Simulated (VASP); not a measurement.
Level of theory: PBE GGA, VASP's PBE PAW potentials (set 64) (plane waves; VASP).

A VASP calculation is set up with these files.

### POSCAR
```
Li
1
   -1.6967810439     1.6967810439     1.6967810439
    1.6967810439    -1.6967810439     1.6967810439
    1.6967810439     1.6967810439    -1.6967810439
Li
1
Direct
  0.0000000000   0.0000000000   0.0000000000
```

INCAR:
```
ALGO=Normal
EDIFF=1E-7
ENCUT=520
GGA=PE
ISIF=2
ISMEAR=1
LASPH=.TRUE.
LCHARG=.FALSE.
LREAL=.FALSE.
LWAVE=.FALSE.
NELM=100
PREC=Accurate
SIGMA=0.1
SYSTEM=Li
```

File KPOINTS:
```
Regular mesh
0
Gamma
 15 15 15
0 0 0
```

POTCAR, in this order: Li_sv (PBE.64 set). Program: vasp_std.

The run wrote:

### OSZICAR
```
       N       E                     dE             d eps       ncg     rms          rms(c)
DAV:   1     0.559547483045E+00    0.55955E+00   -0.72382E+02  1220   0.426E+02
DAV:   2    -0.179037922454E+01   -0.23499E+01   -0.22299E+01  1685   0.594E+01
DAV:   3    -0.190132455548E+01   -0.11095E+00   -0.11081E+00  1510   0.919E+00
DAV:   4    -0.190354174136E+01   -0.22172E-02   -0.22146E-02  1560   0.127E+00
DAV:   5    -0.190355821540E+01   -0.16474E-04   -0.16474E-04  1580   0.106E-01    0.196E-01
DAV:   6    -0.190251673035E+01    0.10415E-02   -0.32469E-04  1920   0.103E-01    0.113E-01
DAV:   7    -0.190207994940E+01    0.43678E-03   -0.75973E-04  1920   0.171E-01    0.289E-02
DAV:   8    -0.190207824354E+01    0.17059E-05   -0.17727E-05  1240   0.422E-02    0.195E-03
DAV:   9    -0.190207562546E+01    0.26181E-05   -0.65975E-07  1805   0.101E-02    0.428E-04
DAV:  10    -0.190207457139E+01    0.10541E-05   -0.27187E-08   675   0.200E-03    0.441E-04
DAV:  11    -0.190207464275E+01   -0.71366E-07   -0.51126E-09   630   0.107E-03
   1 F= -.19020746E+01 E0= -.19020458E+01  d E =-.864549E-04
```

OUTCAR:
```
------------------------ aborting loop because EDIFF is reached ----------------------------------------
  FORCE on cell =-STRESS in cart. coord.  units (eV):
  Direction    XX          YY          ZZ          XY          YZ          ZX
  --------------------------------------------------------------------------------------
  Total        0.0538697      0.0538697      0.0538697      0.0000000      0.0000000      0.0000000
  in kB        4.4169029      4.4169029      4.4169029      0.0000000      0.0000000      0.0000000
  external PRESSURE =       4.4169029 kB  Pullay stress =       0.0000000 kB
  volume of cell :       19.54
      direct lattice vectors                 reciprocal lattice vectors
    -1.696781044  1.696781044  1.696781044     0.000000000  0.294675616  0.294675616
     1.696781044 -1.696781044  1.696781044     0.294675616  0.000000000  0.294675616
     1.696781044  1.696781044 -1.696781044     0.294675616  0.294675616  0.000000000
 POSITION                                       TOTAL-FORCE (eV/Angst)
 -----------------------------------------------------------------------------------
      0.00000      0.00000      0.00000         0.000000      0.000000      0.000000
 -----------------------------------------------------------------------------------
    total drift:                                0.000000      0.000000     -0.000000
  FREE ENERGIE OF THE ION-ELECTRON SYSTEM (eV)
  ---------------------------------------------------
  free  energy   TOTEN  =        -1.9020746428 eV

  energy  without entropy=       -1.9019881879  energy(sigma->0) =       -1.90204582
```
(Selected blocks of OUTCAR.)

The compound is Li in the bcc structure. This cell is one point of a volume scan, at 0.97 of the reference volume.
